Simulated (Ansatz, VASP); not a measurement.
# Cross-check of LaBi between VASP and Ansatz

Aim: how closely do two programs agree when they are given the same cell, functional and k mesh? The cell is generated by rule, not measured, and may not be a known phase. The cell is taken from a series of runs on this material, whose earlier steps may have relaxed, scaled, displaced or heated it; both programs get it as it stands.

Main program and level: Ansatz 0.2.0; plane waves, with VASP 6.6.1 beside it; relaxation of cell and atoms at PBEsol.

The structure was built from a prototype and need not be the compound's stable phase.

## Step 1: Starting point

Symmetry: F-43m, No. 216, cubic system. Conventional cell: a = 7.298 Å, b = 7.298 Å, c = 7.298 Å, α = 90.00°, β = 90.00°, γ = 90.00°. La has 4 Bi at 3.16 Å nearest. Bi has 4 La at 3.16 Å nearest. Farther neighbours are not listed.

## Step 2: Ansatz: relaxation of cell and atoms, PBEsol

Ansatz runs on its default PAW (the set named soft_2) files.

The relaxed volume is the usual yardstick between codes: in a stiff, nearly cubic crystal its relative difference is about their pressure difference at one cell divided by the bulk modulus.

File input.yaml:

```yaml
crystal:
  lattice:
    - [0.0, 3.6488195127, 3.6488195127]
    - [3.6488195127, 0.0, 3.6488195127]
    - [3.6488195127, 3.6488195127, 0.0]
  atoms:
    - { symbol: La, position: [0.0, 0.0, 0.0] }
    - { symbol: Bi, position: [0.25, 0.25, 0.25] }
kpoints:
  mp_grid: { grid: [8, 8, 8] }
hamiltonian:
  xc: pbesol
scf:
  occupations: { method: fixed }
output:
  forces: true
  stress: true
  eigenvalues: true
relax:
  adjacent_minimum: "off"
  f_tol: 0.001
  max_steps: 60
  cell: { stress_tol: 0.01 }
```

Run with:

```console
$ ansatz run input.yaml --threads 4 --pin off --max-ram 7168MiB --backend cpu --events-out ev --progress --plain --runs-dir out
```

Numbers of over 12 decimals in the logs are rounded to 6 here.

The log of the run:

```text
Engine: ansatz 0.2.0, aarch64-unknown-linux-gnu
Pseudopotentials: kind: paw
Pseudopotential: La, paw, valence charge 11, recommended cutoff 420 eV (normal), La.paw.azcp
Pseudopotential: Bi, paw, valence charge 15, recommended cutoff 420 eV (normal), Bi.paw.azcp
Functional definition: PBEsol
  exchange = pbesol_x
  correlation = pbesol_c
Crystal: 2 atoms, lattice volume = 97.160 Å³
Basis set: ecut = 420 eV, 1917 PW (Γ), exchange–correlation on 72×72×72 points (8 copies of the dense FFT grid, shifted against one another)
Bands: 17, of which v1, the nominal top of the filled ones, is band 13 counted from 1 (12 counted from 0)
Symmetry: 24 space group operations
Space group: F-43m (ITA 216), of the structure as read, at distance tolerance 4.6e-5 Å
k-points: 29 of 512 (time reversal used)
Non-local potential: La, projectors of the file, l = 0: 3, l = 1: 2, l = 2: 2, l = 3: 3
Non-local potential: Bi, projectors of the file, l = 0: 2, l = 1: 2, l = 2: 2, l = 3: 2
PAW form: soft (Blöchl's): semilocal exchange-correlation on the pseudo side does not see the compensation charge
PAW frozen core: La, regenerated for the run's functional, and the local potential with it (the file was generated under x = pbe(κ = 0.804, μ = 0.219515), c = pbe(β = 0.066725))
PAW frozen core: Bi, regenerated for the run's functional, and the local potential with it (the file was generated under x = pbe(κ = 0.804, μ = 0.219515), c = pbe(β = 0.066725))
PAW one-centre angular grid: La, 590 points (default); XC on 64 Gauss nodes
PAW one-centre angular grid: Bi, 590 points (default); XC on 64 Gauss nodes
Initial density: superposition of atomic densities (neutral atoms: chi_scale 0, normalization atom), corrected by the library's trained network
Initial wavefunctions: pseudopotential atomic-orbital guess
Functional: x = pbesol(κ = 0.804, μ = 0.123457), c = pbesol(β = 0.046)
SCF iter   1: F=—  HF=-18404.145809 eV  |F-HF|=—  |Δ(HF+E_count)|=         —  Δρ=2.71e-3  dr2=1.26e-2  ethr=1.77e-3  ⟨swp⟩=3.3  Hψ=2103  notcnv=0  defer=3
preconditioner: auto → none  [insulator: Δε(μ)=1.110 eV  Ē_g=4.787 eV  n_scr=14 (ndim 8)  ℏωp=10.7 eV  f_vac=0.055  ε∞_Penn≈6.0]
SCF iter   2: F=—  HF=-18404.143261 eV  |F-HF|=—  |Δ(HF+E_count)|=   2.55e-3  Δρ=1.08e-3  dr2=8.94e-4  ethr=4.85e-5  ⟨swp⟩=2.8  Hψ=1188  notcnv=0  defer=37
SCF iter   3: F=—  HF=-18404.143649 eV  |F-HF|=—  |Δ(HF+E_count)|=   3.88e-4  Δρ=4.99e-4  dr2=2.34e-4  ethr=3.44e-6  ⟨swp⟩=2.8  Hψ=939  notcnv=0  defer=54
SCF iter   4: F=—  HF=-18404.143748 eV  |F-HF|=—  |Δ(HF+E_count)|=   9.92e-5  Δρ=1.83e-4  dr2=6.14e-5  ethr=9.00e-7  ⟨swp⟩=3.9  Hψ=1032  notcnv=0  defer=51
SCF iter   5: F=—  HF=-18404.143741 eV  |F-HF|=—  |Δ(HF+E_count)|=   7.75e-6  Δρ=3.22e-5  dr2=1.04e-6  ethr=2.36e-7  ⟨swp⟩=2.7  Hψ=877  notcnv=0  defer=53
SCF iter   6: F=-18404.143741 eV  HF=-18404.143741 eV  |F-HF|=1.81e-8  |Δ(HF+E_count)|=   5.64e-7  Δρ=7.41e-6  dr2=3.34e-8  ethr=3.85e-10  ⟨swp⟩=9.3  Hψ=3014  notcnv=0
SCF 1 converged in 6 iterations: F = -18404.143741 eV  dr2 = 3.34e-8
  greatest PAW one-centre occupation: 0.985 electrons in one spin orbital (limit 2), on the Bi atom at site 1 (counted from 0), in its partial waves of l = 2
relax step   1: F+E_penalty+E_count = -18404.14374113 eV  Δ(F+E_penalty+E_count) = +0.000e0 eV  max|allowed force component| = 1.156e-17 eV/Å  Δτ_max = 0.0000 Å  P = -0.012 GPa  Ω = 97.160 Å³  (6 SCF iters, dr2 threshold 1.00e-7 eV, accepted)
[...]
relax step   2: F+E_penalty+E_count = -18404.14374498 eV  Δ(F+E_penalty+E_count) = -3.844e-6 eV  max|allowed force component| = 9.252e-18 eV/Å  Δτ_max = 0.0000 Å  P = +0.004 GPa  Ω = 97.112 Å³  energy of the carried Pulay correction = +2.548e-6 eV  (5 SCF iters, dr2 threshold 3.76e-10 eV, accepted)
[...]
relax step   3: F+E_penalty+E_count = -18404.14373934 eV  Δ(F+E_penalty+E_count) = +5.637e-6 eV  max|allowed force component| = 1.388e-17 eV/Å  Δτ_max = 0.0000 Å  P = +0.004 GPa  Ω = 97.112 Å³  stress off target by 3.68e-3 GPa  SCF on the basis re-selected at this cell (its energy is not comparable with the rows above)  (6 SCF iters)
basis re-selected at this cell: Δ(F+E_penalty+E_count) = +5.637e-6 eV, ΔP = +0.000 GPa vs the last step (what re-selecting the basis moved, of the pressure what is left beyond the Pulay correction that the steps carried, after the strain that the cell walked since its last selection, with what the two solves' SCF thresholds leave and, on support functions, any second-order correction that the steps lacked; it is no m [...]
SCF converged after 6 iterations
Free energy (F): -18404.143739 eV
Harris-Foulkes:  -18404.143739 eV  (|F-HF|=1.09e-11)
Internal energy: -18404.143739 eV  (E = F + TS)
E sigma→0 (E₀):  -18404.143739 eV
Fermi energy:    5.998562 eV
--- Per-component energies (eV) ---
  E_band       = -240.279066
  E_kinetic    = 495.383901
  E_local      = -2457.862820  (includes V_loc(G=0)·N_el)
  E_nonlocal   = 656.608859
  E_hartree    = 853.840775
  E_xc         = -286.652052
  E_vxc        = -289.019622  (∫ρ·V_xc dr)
  E_paw        = -15839.231997  (= ΣΔE_a)
  E_vpaw       = -353.070458  (= ΣTr[D̂ρ^β])
  E_aug_tail   = -0.000471  (compensation charges beyond the density's cutoff)
  E_ewald      = -1826.489196
  E_core_change = 0.259262  (= ΣΔE_core)
  E_smearing   = -0.000000  (= −TS)
  E_closure    = 0.000000  (closes the sum)
  Σ components = -18404.143739   (vs F -18404.143739, Δ=0.00e0)
--- Forces (eV/Å), atoms counted from 1 ---
  atom   1  La     0.00000000     0.00000000     0.00000000
  atom   2  Bi     0.00000000     0.00000000     0.00000000
  max |Σ_I F_I| component: 1.57e-16 eV/Å
--- Stress (GPa, compression-positive) ---
        0.003676      -0.000000      -0.000000
       -0.000000       0.003676       0.000000
       -0.000000       0.000000       0.003676
  P = ⅓ Tr σ = 0.0037 GPa (0.037 kbar)
--- Band table (eV; the first three rows and the last of 29) ---
  k-point 0: bands = [... 9 lower, -3.5093, 5.0337, 5.0337, 5.0337, 7.2049, 8.0111, 8.0111, 8.0111]
  k-point 1: bands = [... 9 lower, -3.4520, 4.8557, 5.0869, 5.0869, 7.4749, 7.9961, 7.9961, 8.0049]
  k-point 2: bands = [... 9 lower, -3.3163, 4.6371, 5.2078, 5.2078, 7.7632, 7.9571, 7.9571, 7.9957]
  k-point 28: bands = [... 9 lower, -3.0016, 4.8835, 4.9712, 5.9986, 7.1519, 7.9553, 7.9687, 8.0136]
--- Relaxed structure (2 steps of the walk, 2 accepted, 1 SCFs on fresh bases) ---
  F+E_penalty+E_count = -18404.14373934 eV   max|allowed force component| = 1.388e-17 eV/Å   (the final SCF, on the basis selected at the relaxed cell)
  cell:  # Å, volume = 97.1123 Å³
    - [0, 3.648223, 3.648223]
    - [3.648223, 0, 3.648223]
    - [3.648223, 3.648223, 0]
  atoms:
    - { symbol: La, position: [0, 0, 0] }
    - { symbol: Bi, position: [0.25, 0.25, 0.25] }
```

## Step 3: VASP: relaxation of cell and atoms, PBEsol

The same cell, functional and mesh now go to VASP, with its own data sets.

Lines of VASP's logs that name or quote its potential files are left out, and so is its time.

File INCAR:

```
SYSTEM = LaBi
PREC = Accurate
ENCUT = 500
EDIFF = 1E-07
NELM = 200
ISMEAR = 0
SIGMA = 0.01
LREAL = .FALSE.
ALGO = Normal
GGA = PS
NBANDS = 19
LASPH = .TRUE.
LORBIT = 11
LWAVE = .FALSE.
LCHARG = .FALSE.
ISIF = 3
IBRION = 2
NSW = 80
EDIFFG = -0.005
GGA_COMPAT = .FALSE.
NELMIN = 4
EFERMI = MIDGAP
LMAXMIX = 6
```

File POSCAR:

```
LaBi
1.0
    0.0000000000      3.6488200000      3.6488200000
    3.6488200000      0.0000000000      3.6488200000
    3.6488200000      3.6488200000      0.0000000000
La Bi
1 1
Direct
    0.0000000000      0.0000000000      0.0000000000
    0.2500000000      0.2500000000      0.2500000000
```

File KPOINTS:

```
Automatic mesh
0
Gamma
8 8 8
0 0 0
```

PAW data sets: La and Bi_d (PBE family, release 64).

Run with:

```console
$ mpirun -np 1 vasp_std
```

The log of the run:

```text
[banner, memory and clock lines left out]
running    1 mpi-ranks, on    1 nodes
 distrk:  each k-point on    1 cores,    1 groups
 distr:  one band on    1 cores,    1 groups

 POSCAR found type information on POSCAR LaBi
 POSCAR found :  2 types and       2 ions
|                                                                             |
|               ----> ADVICE to this user running VASP <----                  |
|                                                                             |
|     You enforced a specific xc type in the INCAR file but a different       |
|     [... a line on the potential file left out ...]
|     I HOPE YOU KNOW WHAT YOU ARE DOING!                                     |
|                                                                             |

 LDA part: xc-table for (Slater+PW92), standard interpolation
 POSCAR, INCAR and KPOINTS ok, starting setup
 FFT: planning ... GRIDC
 FFT: planning ... GRID_SOFT
 FFT: planning ... GRID
 WAVECAR not read
 entering main loop
       N       E                     dE             d eps       ncg     rms          rms(c)
DAV:   1     0.284236921940E+03    0.28424E+03   -0.10951E+04  1102   0.169E+03
DAV:   2     0.246030545823E+02   -0.25963E+03   -0.25238E+03  1502   0.341E+02
DAV:   3    -0.837434731473E+01   -0.32977E+02   -0.32671E+02  1325   0.172E+02
DAV:   4    -0.108001046382E+02   -0.24258E+01   -0.24194E+01  2122   0.421E+01
DAV:   5    -0.108770884606E+02   -0.76984E-01   -0.76955E-01  1758   0.569E+00    0.323E+00
DAV:   6    -0.105970708941E+02    0.28002E+00   -0.53503E-01  2097   0.331E+00    0.179E+00
DAV:   7    -0.105141673656E+02    0.82904E-01   -0.30112E-01  2012   0.315E+00    0.521E-01
DAV:   8    -0.105165071133E+02   -0.23397E-02   -0.11002E-02  1905   0.100E+00    0.253E-01
DAV:   9    -0.105181014493E+02   -0.15943E-02   -0.35367E-03  2145   0.426E-01    0.676E-02
DAV:  10    -0.105183355767E+02   -0.23413E-03   -0.63116E-04  1950   0.210E-01    0.318E-02
DAV:  11    -0.105184194788E+02   -0.83902E-04   -0.25456E-04  1801   0.875E-02    0.193E-02
DAV:  12    -0.105184460853E+02   -0.26606E-04   -0.13737E-04  1923   0.553E-02    0.105E-02
DAV:  13    -0.105184503436E+02   -0.42583E-05   -0.32209E-05  1972   0.279E-02    0.484E-03
DAV:  14    -0.105184516651E+02   -0.13215E-05   -0.98142E-06  1844   0.163E-02    0.176E-03
DAV:  15    -0.105184518776E+02   -0.21248E-06   -0.15913E-06  1996   0.716E-03    0.170E-03
DAV:  16    -0.105184518838E+02   -0.61827E-08   -0.84846E-07  1620   0.582E-03
   1 F= -.10518452E+02 E0= -.10518452E+02  d E =-.105185E+02
 curvature:   0.00 expect dE= 0.000E+00 dE for cont linesearch  0.000E+00
 trial: gam= 0.00000 g(F)=  0.543E-49 g(S)=  0.147E-03 ort = 0.000E+00 (trialstep = 0.100E+01)
 search vector abs. value=  0.147E-03
 bond charge predicted
       N       E                     dE             d eps       ncg     rms          rms(c)
DAV:   1    -0.105213858284E+02   -0.29340E-02   -0.81794E-02  1660   0.353E+00    0.270E-01
DAV:   2    -0.105188947131E+02    0.24911E-02   -0.64074E-03  1779   0.107E+00    0.104E-01
DAV:   3    -0.105184815640E+02    0.41315E-03   -0.21352E-03  1704   0.560E-01    0.130E-02
DAV:   4    -0.105184833247E+02   -0.17607E-05   -0.74047E-05  1803   0.933E-02    0.974E-03
DAV:   5    -0.105184848264E+02   -0.15017E-05   -0.30468E-05  2038   0.453E-02    0.443E-03
DAV:   6    -0.105184858414E+02   -0.10150E-05   -0.36839E-06  1928   0.154E-02    0.307E-03
DAV:   7    -0.105184876604E+02   -0.18191E-05   -0.33823E-06  1932   0.113E-02    0.233E-03
DAV:   8    -0.105184877353E+02   -0.74844E-07   -0.17796E-06  1892   0.102E-02    0.846E-04
DAV:   9    -0.105184877277E+02    0.75702E-08   -0.13059E-07  1433   0.397E-03
   2 F= -.10518488E+02 E0= -.10518488E+02  d E =-.358440E-04
 trial-energy change:   -0.000036  1 .order   -0.000036   -0.000147    0.000074
 step:   0.6636(harm=  0.6636)  dis= 0.00000  next Energy=   -10.518501 (dE=-0.487E-04)
 bond charge predicted
       N       E                     dE             d eps       ncg     rms          rms(c)
DAV:   1    -0.105188268899E+02   -0.33915E-03   -0.92819E-03  1645   0.119E+00    0.909E-02
DAV:   2    -0.105185489000E+02    0.27799E-03   -0.73784E-04  1853   0.366E-01    0.350E-02
DAV:   3    -0.105185017332E+02    0.47167E-04   -0.23816E-04  1725   0.187E-01    0.425E-03
DAV:   4    -0.105185010298E+02    0.70338E-06   -0.77560E-06  1825   0.304E-02    0.317E-03
DAV:   5    -0.105184997449E+02    0.12849E-05   -0.34388E-06  1890   0.153E-02    0.137E-03
DAV:   6    -0.105184994050E+02    0.33993E-06   -0.38359E-07  1433   0.558E-03    0.970E-04
DAV:   7    -0.105184989797E+02    0.42534E-06   -0.34719E-07  1732   0.421E-03    0.672E-04
DAV:   8    -0.105184989374E+02    0.42294E-07   -0.19004E-07  1441   0.415E-03
   3 F= -.10518499E+02 E0= -.10518499E+02  d E =-.470536E-04
 curvature:  -0.33 expect dE=-0.212E-06 dE for cont linesearch -0.212E-06
 trial: gam=-0.06170 g(F)=  0.291E-49 g(S)=  0.640E-06 ort = 0.969E-05 (trialstep = 0.933E+00)
 search vector abs. value=  0.289E-08
 reached required accuracy - stopping structural energy minimisation
```

OUTCAR, selected parts (step 3):

```text
ion  position               nearest neighbor table
   1  0.000  0.000  0.000-   2 3.16   2 3.16   2 3.16   2 3.16
   2  0.250  0.250  0.250-   1 3.16   1 3.16   1 3.16   1 3.16

  LATTYP: Found a face centered cubic cell.
 ALAT       =     7.2976400000

 Subroutine GETGRP returns: Found 24 space group operations
 (whereof 24 operations were pure point group operations)

The static configuration has the point symmetry T_d .

 Found     29 irreducible k-points:

   k-points           NKPTS =     29   k-points in BZ     NKDIM =     29   number of bands    NBANDS=     19

   dimension x,y,z NGX =    40 NGY =   40 NGZ =   40
   dimension x,y,z NGXF=    80 NGYF=   80 NGZF=   80

   ENCUT  =  500.0 eV  36.75 Ry    6.06 a.u.   9.41  9.41  9.41*2*pi/ulx,y,z

   NELECT =      26.0000    total number of electrons

 k-points in reciprocal lattice and weights: Automatic mesh
   0.00000000  0.00000000  0.00000000       0.002
   0.12500000  0.00000000  0.00000000       0.016
   0.25000000  0.00000000  0.00000000       0.016
   0.37500000  0.00000000  0.00000000       0.016
   0.50000000  0.00000000  0.00000000       0.008
   0.12500000  0.12500000  0.00000000       0.012
   0.25000000  0.12500000  0.00000000       0.047
   0.37500000  0.12500000  0.00000000       0.047
   0.50000000  0.12500000  0.00000000       0.047
[...]
-0.37500000  0.50000000  0.12500000       0.023
  -0.25000000  0.50000000  0.25000000       0.012

 average (electrostatic) potential at core
       1-100.4749       2-105.2360

 E-fermi :   4.1551

 k-point     1 :       0.0000    0.0000    0.0000
  band No.  band energies     occupation
    ...
      9     -12.6770      2.00000
     10      -5.9439      2.00000
     11       2.6127      2.00000
     12       2.6127      2.00000
     13       2.6127      2.00000
     14       4.8208      0.00000
     15       5.7108      0.00000
     16       5.7108      0.00000
     17       5.7108      0.00000
     18       5.7939      0.00000
    ...

 k-point     2 :       0.1250    0.0000    0.0000
  band No.  band energies     occupation
    ...
      9     -12.6808      2.00000
     10      -5.8867      2.00000
     11       2.4348      2.00000
     12       2.6660      2.00000
     13       2.6660      2.00000
     14       5.1114      0.00000
     15       5.6801      0.00000
     16       5.6801      0.00000
     17       5.7042      0.00000
     18       5.7822      0.00000
    ...

 k-point     3 :       0.2500    0.0000    0.0000
  band No.  band energies     occupation
    ...
      9     -12.6901      2.00000
     10      -5.7512      2.00000
     11       2.2167      2.00000
     12       2.7873      2.00000
     13       2.7873      2.00000
     14       5.4357      0.00000
     15       5.6217      0.00000
     16       5.6217      0.00000
     17       5.6961      0.00000
     18       5.7750      0.00000
    ...

  Total       -0.0029737     -0.0029737     -0.0029737      0.0000000      0.0000000      0.0000000
  in kB       -0.0491429     -0.0491429     -0.0491429      0.0000000      0.0000000      0.0000000
  external PRESSURE =      -0.0491429 kB  Pullay stress =       0.0000000 kB

  energy-cutoff  :      500.00
  volume of cell :       96.95
      direct lattice vectors                 reciprocal lattice vectors
     0.000000000  3.646190696  3.646190696    -0.137129416  0.137129416  0.137129416
     3.646190696  0.000000000  3.646190696     0.137129416 -0.137129416  0.137129416
     3.646190696  3.646190696  0.000000000     0.137129416  0.137129416 -0.137129416

 POSITION                                       TOTAL-FORCE (eV/Angst)
 -----------------------------------------------------------------------------------
      0.00000      0.00000      0.00000         0.000000      0.000000      0.000000
      1.82310      1.82310      1.82310        -0.000000     -0.000000     -0.000000
 -----------------------------------------------------------------------------------
    total drift:                                0.000000      0.000000      0.000000

  FREE ENERGIE OF THE ION-ELECTRON SYSTEM (eV)
  ---------------------------------------------------
  free  energy   TOTEN  =       -10.5184989374 eV

  energy  without entropy=      -10.5184989374  energy(sigma->0) =      -10.51849894

 reached required accuracy - stopping structural energy minimisation

 total charge
# of ion       s       p       d       f       tot
--------------------------------------------------
    1        2.046   5.613   0.701   0.122   8.481
    2        1.433   1.761   9.870   0.000  13.064
--------------------------------------------------
tot          3.479   7.373  10.572   0.122  21.545

[... 3 further parts left out ...]
```

The run keeps the 24 symmetry operations of its start, so it cannot find a distortion of lower symmetry.

## Step 4: Differences

Known differences besides the potentials themselves: fixed occupations in Ansatz, narrow Gaussian smearing in VASP; the cutoff is 420 eV in Ansatz and 500 eV in VASP; Ansatz makes its cores anew for this functional, VASP keeps those of its PBE data sets; Ansatz adds a Pulay correction to the stress that steers its cell, VASP none. Total energies have different zeros and are not compared.

The two programs side by side:

```tsv
quantity	Ansatz	VASP	difference
volume (Å³)	97.11	96.95	+0.17 %
edge a after relaxation, in the typed setting (Å)	5.159	5.157	+0.06 %
```

## Step 5: Results

* difference in volume (relaxation of cell and atoms, PBEsol): 0.17 %

In words: The difference in volume is 0.17 % (relaxation of cell and atoms, PBEsol), within the 1.2 % picked in this series as the mark of a large difference, as far as the stopping tolerances let one tell. 1 further run of this series is not shown here. How closely two codes agree says nothing of how well the functional describes the real material.

[Lines on the potential files, build, host, timing and source positions are cut from VASP's logs without a mark.]

[Logs are printed without paths, hosts, clocks, repeated set-up lines and the standing remarks that a program may print on its own settings, such as how far it seeks lower states.]

[Hosts, paths, dates, database ids (printed as entryN), source tags and the programs' standing remarks are cut or masked in the printed files.]
